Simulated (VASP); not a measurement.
```
CELL_PARAMETERS angstrom
      0.00000     3.23000     3.23000
      3.23000     0.00000     3.23000
      3.23000     3.23000     0.00000
ATOMIC_POSITIONS crystal
  Hg 0.00000 0.00000 0.00000
  Te 0.25000 0.25000 0.25000
```

All values below come from optB88-vdW, VASP's PBE PAW potentials (set 64) (plane waves; VASP). Run with 520 eV cut-off, 7×7×7 Γ-centred mesh, Gaussian smearing of 0.050 eV, potentials Hg Te.

Energy and stress use the plane-wave basis of the starting cell.

The ions, cell shape and volume are relaxed. Which structure does the run end with?

```
CELL_PARAMETERS angstrom
      0.00000     3.31834     3.31834
      3.31834     0.00000     3.31834
      3.31834     3.31834     0.00000
ATOMIC_POSITIONS crystal
  Hg 0.00000 0.00000 0.00000
  Te 0.25000 0.25000 0.25000
```
Space group F-43m (216), at a tolerance of 0.03 Å.

How do energy and volume change from the first to the last step?

The energy (σ→0) changes by -29.7 meV/atom and the volume by +8.4 %, in 3 ionic steps.

The compound is HgTe in the zinc blende structure. This run relaxes it. Symmetry was kept, so distortions that lower it aren't found.
